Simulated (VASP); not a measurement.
Output of a VASP run:

OSZICAR:
```
       N       E                     dE             d eps       ncg     rms          rms(c)
DAV:   1     0.166714285432E+03    0.16671E+03   -0.11477E+04  1703   0.200E+03
DAV:   2     0.419961804397E+01   -0.16251E+03   -0.15837E+03  1764   0.410E+02
DAV:   3    -0.328085700663E+01   -0.74805E+01   -0.74515E+01  2037   0.935E+01
DAV:   4    -0.342212026189E+01   -0.14126E+00   -0.14114E+00  2117   0.121E+01
DAV:   5    -0.342804186582E+01   -0.59216E-02   -0.59215E-02  2371   0.220E+00    0.721E+00
DAV:   6    -0.321135562138E+01    0.21669E+00   -0.61811E-01  1932   0.114E+01    0.327E+00
DAV:   7    -0.316938647251E+01    0.41969E-01   -0.86295E-02  2287   0.601E+00    0.161E+00
DAV:   8    -0.316009669869E+01    0.92898E-02   -0.22560E-02  2107   0.164E+00    0.431E-01
DAV:   9    -0.315910422627E+01    0.99247E-03   -0.21412E-03  2149   0.850E-01    0.594E-02
DAV:  10    -0.315910262192E+01    0.16044E-05   -0.54261E-05  2436   0.121E-01    0.233E-02
DAV:  11    -0.315910391191E+01   -0.12900E-05   -0.47618E-06  1908   0.237E-02    0.349E-03
DAV:  12    -0.315910424740E+01   -0.33549E-06   -0.45932E-07  2219   0.680E-03    0.179E-03
DAV:  13    -0.315910421216E+01    0.35239E-07   -0.20566E-08  1127   0.184E-03
   1 F= -.31591042E+01 E0= -.31586965E+01  d E =-.122302E-02
```

OUTCAR:
```
------------------------ aborting loop because EDIFF is reached ----------------------------------------
  FORCE on cell =-STRESS in cart. coord.  units (eV):
  Direction    XX          YY          ZZ          XY          YZ          ZX
  --------------------------------------------------------------------------------------
  Total        0.8537828      0.8537828      0.8537828     -0.0000000      0.0000000     -0.0000000
  in kB       40.8088696     40.8088696     40.8088696     -0.0000000      0.0000000     -0.0000000
  external PRESSURE =      40.8088696 kB  Pullay stress =       0.0000000 kB
  volume of cell :       33.52
      direct lattice vectors                 reciprocal lattice vectors
     3.224292764  0.000000000  0.000000000     0.310145534  0.000000000  0.000000000
     0.000000000  3.224292764  0.000000000     0.000000000  0.310145534  0.000000000
     0.000000000  0.000000000  3.224292764     0.000000000  0.000000000  0.310145534
 POSITION                                       TOTAL-FORCE (eV/Angst)
 -----------------------------------------------------------------------------------
      1.61215      1.61215      1.61215         0.000000      0.000000      0.000000
      0.00000      0.00000      0.00000         0.000000      0.000000      0.000000
 -----------------------------------------------------------------------------------
    total drift:                                0.000000      0.000000     -0.000000
  FREE ENERGIE OF THE ION-ELECTRON SYSTEM (eV)
  ---------------------------------------------------
  free  energy   TOTEN  =        -3.1591042122 eV

  energy  without entropy=       -3.1578811881  energy(sigma->0) =       -3.15869654
```
(Selected blocks of OUTCAR.)

**POSCAR**
```
PdIn
1
    3.2242927640     0.0000000000     0.0000000000
    0.0000000000     3.2242927640     0.0000000000
    0.0000000000     0.0000000000     3.2242927640
In Pd
1 1
Direct
  0.5000000000   0.5000000000   0.5000000000
  0.0000000000   0.0000000000   0.0000000000
```

**Question.** Reconstruct the remaining input files.

**Answer.** This is not unique; one that fits is the input of the run itself, vdW-DF-cx, plane waves, VASP's PBE PAW potentials (set 64).

### INCAR
```
! general
SYSTEM   = PdIn
PREC     = Accurate
ENCUT    = 520
LREAL    = .False.
LASPH    = .True.

! electronic loop
EDIFF    = 1E-7
NELM     = 100
ALGO     = Normal
LMAXMIX  = 4

! smearing
ISMEAR   = 1
SIGMA    = 0.1

! functional
GGA      = CX
LUSE_VDW = .True.
AGGAC    = 0.0

! ions
ISIF     = 2

! output
LWAVE    = .False.
LCHARG   = .False.
```

### KPOINTS
```
kpoints
0
G
 11 11 11
0 0 0
```

POTCAR, in this order: In_d Pd (PBE.64 set). Program: vasp_std.

The compound is PdIn in the CsCl type structure. This cell is one point of a volume scan, at 0.97 of the reference volume. The electron count is odd and the run is not spin-polarised, which forces a metal.
